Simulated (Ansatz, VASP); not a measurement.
# One calculation of HfBr, two programs

```
Hf Br
1.0
     0.00000    3.02293    3.02293
     3.02293    0.00000    3.02293
     3.02293    3.02293    0.00000
Hf Br
1 1
Direct
  0.00000 0.00000 0.00000
  0.25000 0.25000 0.25000
```

Change from the starting cell: species swapped into the CdS type (F-43m, No. 216).

Alike in both runs: functional PBE; k mesh 16 × 16 × 16; occupations gaussian, width 0.1 eV; no spin polarisation.

Ansatz relaxed the structure, and its values are those at the end. VASP's run is a single point on that final structure, the one shown.

|  | VASP | Ansatz |
| --- | --- | --- |
| version | VASP 6.6.1 | Ansatz 0.2.0 |
| potentials or method | VASP PAW PBE potentials, release 64 (Hf_pv, Br) | scalar-relativistic, plane waves, PAW |
| plane-wave cutoff (eV) | 520 | 420 |
| valence electrons in the cell | 17 | 33 |

|  | VASP | Ansatz | Ansatz less VASP |
| --- | --- | --- | --- |
| gap on the k mesh at the Fermi level (eV) | none | none | - |
| pressure (GPa) | -0.4 | 0.0 | +0.34 |

A gap of «none» marks a metal or a gap that the smearing closes. The two sets of potentials don't hold the same shells in valence.

Caveats: an odd number of electrons without spin polarisation forces a metal; a magnetic or distorted state may lie lower. The runs have no spin-orbit coupling, so splittings on Hf are missing.
